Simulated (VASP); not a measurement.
TlRu, 2 atoms in the cell. The structure is cubic, space group F-43m (No. 216). The conventional cell has a = 6.009 Å, b = 6.009 Å, c = 6.009 Å, α = 90.00°, β = 90.00°, γ = 90.00°. Tl (site symmetry -43m) is surrounded by 4 Ru at 2.60 Å. Around Ru (site symmetry -43m) lie 4 Tl at 2.60 Å. The cell was built by a generator and needn't be a form met in nature.

```yaml
Program: VASP 6.6.1
Task: single point
Functional: PBE
Potentials_or_basis: VASP PAW PBE potentials, release 64 (Tl_d, Ru_pv)
Cutoff: 520 eV
k_mesh: 8 × 8 × 8
Occupations: fermi-dirac, width 0.05 eV
Spin: no spin polarisation
Further_INCAR_settings: ALGO = Normal; EDIFF = 1e-07; NBANDS = 20
```

Potentials or basis: VASP PAW PBE potentials, release 64 (Tl_d, Ru_pv).

Command:

```sh
$ cat potpaw_PBE.64/Tl_d/POTCAR potpaw_PBE.64/Ru_pv/POTCAR > POTCAR
$ mpirun -np 1 vasp_std > vasp.out
```

Hardware: 1 thread of Intel(R) Xeon(R) Platinum 8259CL CPU @ 2.50GHz (Skylake/Cascade Lake) (shared host).

**Question.** How long does it take, and how much memory?

**Answer.** Wall time 19 s on 1 thread of Intel(R) Xeon(R) Platinum 8259CL CPU @ 2.50GHz (Skylake/Cascade Lake), on a shared host, peak memory 0.19 GiB. Counts: scf iterations 14, k points 29.
